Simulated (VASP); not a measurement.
Input:

```yaml
crystal:
  lattice:
    - [3.76737, 0.00000, 0.00000]
    - [0.00000, 3.76737, 0.00000]
    - [0.00000, 0.00000, 3.76737]
  atoms:
    - { symbol: Ti, position: [0.00000, 0.00000, 0.00000] }
    - { symbol: Pt, position: [0.00000, 0.50000, 0.50000] }
    - { symbol: Pt, position: [0.50000, 0.00000, 0.50000] }
    - { symbol: Pt, position: [0.50000, 0.50000, 0.00000] }
```

Method: LDA (Ceperley-Alder, Perdew-Zunger), VASP's LDA PAW potentials (set 64) (plane waves; VASP). Run with 500 eV cut-off, 8×8×8 Γ-centred mesh, first-order Methfessel-Paxton smearing of 0.10 eV, potentials Ti_sv Pt.

Unless said otherwise, spin-orbit coupling is left out, though it shifts the bands of the heavy elements here.

**Question.** Predict the energy per atom (σ→0), pressure, band gap (on the k-mesh) with the smallest direct gap where there is one.

**Answer.** 
The band gap (on the k-mesh) is none (metal, semimetal or under 0.01 eV), the energy per atom (σ→0) is -8.553 eV/atom and the pressure is 299.4 kbar.

The absolute energy has meaning only against runs of the same code, potentials and settings.

The compound is Pt3Ti in the L1_2 structure. It was relaxed first under an external pressure of 30 GPa.
